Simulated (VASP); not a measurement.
A convergence study with VASP on BP (zinc blende): one setting is varied, all else stays as given below, so the limit is that of these other settings.

```
BP
1.0
    0.00000     2.27000     2.27000
    2.27000     0.00000     2.27000
    2.27000     2.27000     0.00000
B P
1 1
Direct
  0.00000   0.00000   0.00000
  0.25000   0.25000   0.25000
```

All values below come from PBEsol GGA, VASP's PBE PAW potentials (set 64) (plane waves; VASP 6.6.1). The tightest run used: 700 eV cut-off, 15×15×15 Monkhorst-Pack mesh, Gaussian smearing of 0.050 eV, potentials B P.

```
setting     E (eV/atom)  pressure (GPa)  irreducible k-points
----------  -----------  --------------  --------------------
1×1×1 mesh       4.2353          105.29                     1
2×2×2 mesh      -6.7688           -1.57                     2
3×3×3 mesh      -6.5155            1.56                     4
4×4×4 mesh      -6.8369           -2.05                    10
5×5×5 mesh      -6.8096           -1.67                    10
```

These are the cheaper rows. Estimate the results at 15×15×15 mesh, and how far the last row shown lies from them.

| quantity | tightest run | last row shown is off by |
|---|---|---|
| E (eV/atom) | -6.8373 | 0.0277 |
| pressure (GPa) | -2.05 | 0.38 |

Left out are rungs that failed or repeat a setting and relaxations that didn't move; long series are thinned to 24 rows.

The compound is BP in the zinc blende structure. The cell was not relaxed at this level.
